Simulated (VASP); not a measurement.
Data:

```xyz
2
Lattice="4.3411 0.0000 0.0000 0.0000 4.3411 0.0000 0.0000 0.0000 4.3411" Properties=species:S:1:pos:R:3 pbc="T T T"
Cs     0.0000     0.0000     0.0000
Cl     2.1706     2.1706     2.1706
```

All values below come from revPBE GGA, VASP's PBE PAW potentials (set 64) (plane waves; VASP). Numerical set-up: 520 eV cut-off, 6×6×6 Γ-centred mesh, Gaussian smearing of 0.050 eV, potentials Cs_sv Cl.

Unless said otherwise, spin-orbit coupling is left out, though it shifts the bands of the heavy elements here.

### Question
Estimate the energy per atom (σ→0), band gap (on the k-mesh) with the smallest direct gap where there is one.

### Answer

- band gap (on the k-mesh) = 4.88 eV
- smallest direct gap (on the k-mesh) = 4.88 eV
- energy per atom (σ→0) = -3.089 eV/atom

Total energies compare only between runs with the same potentials, cut-off and functional.

The compound is CsCl in the CsCl type structure. It was relaxed first, which changed the volume by +17 %. The start is the result of an earlier pass.
